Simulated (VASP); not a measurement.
OSZICAR of a VASP run on C (diamond):

OSZICAR:
```
       N       E                     dE             d eps       ncg     rms          rms(c)
DAV:   1    -0.210007776322E+02   -0.21001E+02   -0.26964E-01   944   0.513E+00    0.732E-01
DAV:   2    -0.210012374323E+02   -0.45980E-03   -0.13927E-03   936   0.362E-01    0.448E-01
DAV:   3    -0.210007805586E+02    0.45687E-03   -0.34382E-04   808   0.177E-01    0.243E-01
DAV:   4    -0.210006547438E+02    0.12581E-03   -0.97837E-05   792   0.981E-02    0.132E-01
DAV:   5    -0.210006187303E+02    0.36013E-04   -0.24299E-05   840   0.506E-02    0.709E-02
DAV:   6    -0.210006088228E+02    0.99076E-05   -0.56264E-06   792   0.252E-02    0.390E-02
DAV:   7    -0.210006057350E+02    0.30878E-05   -0.14195E-06   704   0.133E-02    0.213E-02
DAV:   8    -0.210006048041E+02    0.93087E-06   -0.35138E-07   376   0.705E-03
   1 F= -.21000605E+02 E0= -.21000605E+02  d E =-.237661E-17
```

**Question.** Which electronic solver shows in the log?

**Answer.** It is blocked Davidson (ALGO = Normal, or the opening steps of other solvers). The INCAR had ALGO = Normal.

**Question.** Can the final energy be trusted as converged?

**Answer.** Self-consistency was reached. It stopped with EDIFF = 1E-6, NELM = 60 (HSE06 screened hybrid, plane waves, VASP's PBE PAW potentials (set 64)).

The compound is C in the diamond structure. This cell is one point of a volume scan, at 0.91 of the reference volume. The cell's shape comes from a PBE relaxation.
